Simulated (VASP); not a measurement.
Level of theory: SCAN meta-GGA, VASP's PBE PAW potentials (set 64) (plane waves; VASP).

VASP ran on this input.

### INCAR
```
ALGO = Normal
EDIFF = 1E-7
EDIFFG = -0.01
ENCUT = 520
IBRION = 2
ISIF = 4
ISMEAR = 0
LASPH = .TRUE.
LCHARG = .FALSE.
LMIXTAU = .TRUE.
LREAL = .FALSE.
LWAVE = .FALSE.
METAGGA = SCAN
NELM = 100
NSW = 30
PREC = Accurate
SIGMA = 0.05
SYSTEM = C
```

KPOINTS:
```
kpoints
0
gamma
 10 10 4
```

POSCAR:
```
C
1.0
  1.2264955692  -2.1243521520   0.0000000000
  1.2264955692   2.1243521520   0.0000000000
  0.0000000000   0.0000000000   6.8998866708
C
4
Cartesian
  0.0000000000   0.0000000000   1.7249716677
  0.0000000000   0.0000000000   5.1749150031
  1.2264955692   0.7081188002   1.7249716677
  1.2264955692  -0.7081188002   5.1749150031
```

POTCAR, in this order: C (PBE.64 set). Program: vasp_std.

Question: Predict the energy per atom (σ→0).

Answer: 
```json
{
  "energy per atom (σ→0)": "-10.097 eV/atom"
}
```

File OSZICAR:
```
...
DAV:  25    -0.403861059679E+02   -0.61647E-05   -0.41480E-07  1156   0.100E-02    0.537E-04
DAV:  26    -0.403861086634E+02   -0.26954E-05   -0.70202E-07  1128   0.114E-02    0.799E-04
DAV:  27    -0.403861092407E+02   -0.57738E-06   -0.36681E-08   840   0.303E-03    0.669E-04
DAV:  28    -0.403861093967E+02   -0.15595E-06   -0.61007E-08   732   0.273E-03    0.186E-04
DAV:  29    -0.403861095117E+02   -0.11505E-06   -0.97841E-09   640   0.113E-03    0.127E-04
DAV:  30    -0.403861093321E+02    0.17964E-06   -0.24178E-09   616   0.687E-04    0.562E-05
DAV:  31    -0.403861094271E+02   -0.94991E-07   -0.13410E-09   608   0.518E-04
   1 F= -.40386109E+02 E0= -.40386109E+02  d E =-.403861E+02
```

The compound is C in the graphite structure. It was relaxed first.
